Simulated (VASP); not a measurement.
Here is the system:

```
C
1.0
    1.23328    -2.13611     0.00000
    1.23328     2.13611     0.00000
    0.00000     0.00000     6.95238
C
4
Direct
  0.00000   0.00000   0.25000
  0.00000   0.00000   0.75000
  0.33333   0.66667   0.25000
  0.66667   0.33333   0.75000
```

Calculation: PBE GGA with D3 dispersion (zero damping), VASP's PBE PAW potentials (set 64) (plane waves; VASP). Numerical set-up: 520 eV cut-off, 9×9×3 Γ-centred mesh, Gaussian smearing of 0.050 eV, potentials C.

### Question
Estimate the energy per atom (σ→0), band gap (on the k-mesh) with the smallest direct gap where there is one.

### Answer

| Property | Value |
|---|---|
| band gap (on the k-mesh) | none (metal, semimetal or under 0.01 eV) |
| energy per atom (σ→0) | -9.303 eV/atom |

The absolute energy has meaning only against runs of the same code, potentials and settings.

The compound is C in the graphite structure. It was relaxed first. The k-mesh is coarse (spacing up to 0.33 per Å, 2π included), so the numbers may not be converged in it. The start is the result of an earlier pass.
